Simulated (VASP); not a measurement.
## RuP (relaxed from the NiAs type structure, space group P6_3/mmc): computed properties

All values below come from PBEsol GGA, VASP's PBE PAW potentials (set 64) (plane waves; VASP).

- space group = P6_3/mmc (194)
- cell = a = b = 3.442 Å, c = 5.409 Å, α = β = 90.00°, γ = 120.00°
- volume per atom = 13.88 Å^3/atom
- band gap (over mesh and band path) = none (metal, semimetal or under 0.01 eV)
- density = 7.90 g/cm³

Space group P6₃/mmc (No. 194); a = b = 3.442 Å, c = 5.409 Å, α = β = 90.00°, γ = 120.00°

```json
[
 {"atom": "Ru", "site": "2a", "symmetry": "-3m.", "x": "0.0000", "y": "0.0000", "z": "0.0000"},
 {"atom": "P", "site": "2c", "symmetry": "-6m2", "x": "0.3333", "y": "0.6667", "z": "0.2500"}
]
```

The structure was generated: RuP was put into the NiAs type type (P6_3/mmc), which need not be its known phase. It was relaxed first, which changed the volume by -30 %. Symmetry was kept, so distortions that lower it aren't found.
